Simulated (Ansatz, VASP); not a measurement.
**One calculation of SnCl, two programs**

INCAR

```
SYSTEM = SnCl
  PREC = Accurate
  ENCUT = 520
  EDIFF = 1E-6
  ISMEAR = 0
  SIGMA = 0.1
  LREAL = .False.
  LASPH = .True.
  NELM = 80
  ALGO = Normal
  ISIF = 2
  LWAVE = .False.
  LCHARG = .True.
  GGA = PE
  LELF = .True.
  LVHAR = .True.
  NBANDS = 29
```

The input KPOINTS:

```
Automatic mesh
0
Gamma
  4 4 4
  0 0 0
```

File POSCAR:

```
SnCl
1.0
    4.3208921200      0.0000000000      0.0000000000
    0.0000000000      4.3208921200      0.0000000000
    0.0000000000      0.0000000000      6.8099753000
Sn Cl
2 2
Direct
    0.5000000000      0.0000000000      0.0063759800
    0.0000000000      0.5000000000      0.9936240200
    0.5000000000      0.0000000000      0.5597543000
    0.0000000000      0.5000000000      0.4402457000
```

Input for Ansatz:

```yaml
crystal:
  lattice:
    - [4.32089212, 0.0, 0.0]
    - [0.0, 4.32089212, 0.0]
    - [0.0, 0.0, 6.8099753]
  atoms:
    - { symbol: Sn, position: [0.5, 0.0, 0.00637598] }
    - { symbol: Sn, position: [0.0, 0.5, 0.99362402] }
    - { symbol: Cl, position: [0.5, 0.0, 0.5597543] }
    - { symbol: Cl, position: [0.0, 0.5, 0.4402457] }
basis:
  ecutwfc: 420
kpoints:
  mp_grid: { grid: [4, 4, 4] }
hamiltonian:
  xc: pbe
scf:
  occupations: { method: gaussian, width: 0.1 }
  lower_state_search: "off"
output:
  forces: true
  stress: true
  eigenvalues: true
```

Alike in both runs: task single point; functional PBE; k mesh 4 × 4 × 4; occupations gaussian, width 0.1 eV; no spin polarisation.

|  | VASP | Ansatz |
| --- | --- | --- |
| version | VASP 6.6.1 | Ansatz 0.2.0 |
| potentials or method | VASP PAW PBE potentials, release 64 (Sn_d, Cl) | scalar-relativistic, plane waves, PAW |
| plane-wave cutoff (eV) | 520 | 420 |
| valence electrons in the cell | 42 | 42 |

Ansatz gave:

* gap on the k mesh at the Fermi level (eV): none
* pressure (GPa): -2.6
* largest component of the traceless stress (GPa): 10.03
* rms of the force components (eV/Å): 0.741

Estimate VASP's values.

gap on the k mesh at the Fermi level (eV): none; pressure (GPa): -2.7; largest component of the traceless stress (GPa): 10.05; rms of the force components (eV/Å): 0.745.

Atom by atom the forces differ by 0.003 eV/Å (rms over components). A gap of «none» marks a metal or a gap that the smearing closes.

Caveats: the k mesh is coarse (spacing up to 0.36 Å⁻¹), so the values aren't converged; this functional lacks dispersion, which binds the layers, so the pressure and a relaxed spacing across them are unreliable; forces of over 1 eV/Å show positions far from the minimum, so gaps and moduli don't describe the material at rest.
